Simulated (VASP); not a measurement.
```
Fe
1.0
   -1.40967     1.40967     1.40967
    1.40967    -1.40967     1.40967
    1.40967     1.40967    -1.40967
Fe
1
Cartesian
  0.00000   0.00000   0.00000
```
Starting moments (μB, in the order of the record's atoms Fe): 2.1.

Method: vdW-DF-cx, VASP's PBE PAW potentials (set 64) (plane waves; VASP). Run with 520 eV cut-off, 18×18×18 Γ-centred mesh, first-order Methfessel-Paxton smearing of 0.10 eV, potentials Fe.

Q: What does the run give for the cell moment, energy per atom (σ→0), pressure, band gap (on the k-mesh) with the smallest direct gap where there is one?

A: 
The band gap (on the k-mesh) is none (metal, semimetal or under 0.01 eV), the cell moment is 2.16 μB and the energy per atom (σ→0) is -6.114 eV/atom. The pressure is -5.56 GPa.

Q: Give the moment on each site (PAW-sphere projection).

A: 
| site | moment (μB) |
|---|---|
| Fe1 | 2.15 |

Total energies compare only between runs with the same potentials, cut-off and functional.

The compound is Fe in the bcc structure. This cell is one point of a volume scan, at 1.03 of the reference volume.
